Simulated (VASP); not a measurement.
Given:

```yaml
crystal:
  lattice:
    - [3.86443, 0.00000, 0.00000]
    - [-1.93222, 3.34669, 0.00000]
    - [0.00000, 0.00000, 31.60954]
  atoms:
    - { symbol: Zn, position: [0.66667, 0.33333, 0.20000] }
    - { symbol: Zn, position: [0.33333, 0.66667, 0.70000] }
    - { symbol: Zn, position: [0.00000, 0.00000, 0.80000] }
    - { symbol: Zn, position: [0.00000, 0.00000, 0.30000] }
    - { symbol: Zn, position: [0.66667, 0.33333, 0.90000] }
    - { symbol: Zn, position: [0.33333, 0.66667, 0.40000] }
    - { symbol: Zn, position: [0.33333, 0.66667, 0.10010] }
    - { symbol: Zn, position: [0.66667, 0.33333, 0.60010] }
    - { symbol: Zn, position: [0.00000, 0.00000, 0.00010] }
    - { symbol: Zn, position: [0.00000, 0.00000, 0.50010] }
    - { symbol: S, position: [0.66667, 0.33333, 0.27490] }
    - { symbol: S, position: [0.33333, 0.66667, 0.77490] }
    - { symbol: S, position: [0.00000, 0.00000, 0.07500] }
    - { symbol: S, position: [0.00000, 0.00000, 0.57500] }
    - { symbol: S, position: [0.66667, 0.33333, 0.67500] }
    - { symbol: S, position: [0.33333, 0.66667, 0.17500] }
    - { symbol: S, position: [0.00000, 0.00000, 0.87490] }
    - { symbol: S, position: [0.00000, 0.00000, 0.37490] }
    - { symbol: S, position: [0.33333, 0.66667, 0.47510] }
    - { symbol: S, position: [0.66667, 0.33333, 0.97510] }
```

The numbers are results of PBE GGA, VASP's PBE PAW potentials (set 64) (plane waves; VASP), not measurements. Run with LREAL = Auto, 300 eV cut-off, 10×10×1 Γ-centred mesh, Gaussian smearing of 0.010 eV, potentials Zn S.

At this cut-off the stress carries a Pulay error, which pulls relaxed volumes low.

**Question.** Give the stress tensor in GPa (positive for a compressed cell).

**Answer.** 
```
-0.97   0.00   0.00
 0.00  -0.97   0.00
 0.00   0.00  -1.08
```
The pressure is its mean diagonal, -1.00 GPa.

The structure comes from a computed database's ZnS entry; how it stands against other phases isn't given here. The cell was not relaxed at this level.
